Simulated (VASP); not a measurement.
Given:

```yaml
crystal:
  lattice:
    - [2.80835, 1.62140, 4.76200]
    - [-2.80835, 1.62140, 4.76200]
    - [0.00000, -3.24280, 4.76200]
  atoms:
    - { symbol: Ni, position: [0.00000, 0.00000, 0.50000], spin: 2.0 }
    - { symbol: Ni, position: [0.50000, 0.00000, 0.00000], spin: 2.0 }
    - { symbol: Ni, position: [0.00000, 0.50000, 0.00000], spin: 2.0 }
    - { symbol: Se, position: [0.28090, 0.28090, 0.28090] }
    - { symbol: Se, position: [0.71910, 0.71910, 0.71910] }
    - { symbol: Pb, position: [0.50000, 0.50000, 0.50000] }
    - { symbol: Pb, position: [0.00000, 0.00000, 0.00000] }
```

Method: LDA (Ceperley-Alder, Perdew-Zunger), VASP's LDA PAW potentials (set 64) (plane waves; VASP). Run with 300 eV cut-off, 3×3×3 Γ-centred mesh, Gaussian smearing of 0.10 eV, potentials Ni Se Pb_d.

At this cut-off the stress carries a Pulay error, which pulls relaxed volumes low. The moments were started parallel, and other spin orders were not tried in this run. Unless said otherwise, spin-orbit coupling is left out, though it shifts the bands of the heavy elements here.

### Question
Estimate the cell moment, energy per atom (σ→0), pressure, largest force, band gap (on the k-mesh) with the smallest direct gap where there is one.

### Answer

The band gap (on the k-mesh) comes out as none (metal, semimetal or under 0.01 eV) and the cell moment comes out as 0.00 μB. The energy per atom (σ→0) is -5.490 eV/atom and the pressure is -5.47 GPa. The largest force comes out as 0.591 eV/Å.

The structure comes from a measured Ni3Pb2Se2 entry of the Crystallography Open Database, whose conditions weren't checked. The cell was not relaxed at this level. The k-mesh is coarse (spacing up to 0.45 per Å, 2π included), so the numbers may not be converged in it.
